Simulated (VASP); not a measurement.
Input:

```yaml
crystal:
  lattice:
    - [0.00000, 2.79288, 2.79288]
    - [2.79288, 0.00000, 2.79288]
    - [2.79288, 2.79288, 0.00000]
  atoms:
    - { symbol: Ge, position: [0.00000, 0.00000, 0.00000] }
    - { symbol: P, position: [0.75000, 0.75000, 0.75000] }
```

These are PBEsol GGA, VASP's PBE PAW potentials (set 64) (plane waves; VASP) values and carry that method's errors. Numerical set-up: 400 eV cut-off, 13×13×13 Γ-centred mesh, tetrahedra with Blöchl corrections, potentials Ge_d P.

Task: Predict the energy per atom (σ→0), band gap (on the k-mesh) with the smallest direct gap where there is one.

Result: 
* **band gap (on the k-mesh)**: none (metal, semimetal or under 0.01 eV)
* **energy per atom (σ→0)**: -5.074 eV/atom

Total energies compare only between runs with the same potentials, cut-off and functional.

The structure comes from a computed database's GeP entry (F-43m); how it stands against other phases isn't given here. It was relaxed first, which changed the volume by -7 %. The electron count is odd and the run is not spin-polarised, which forces a metal.
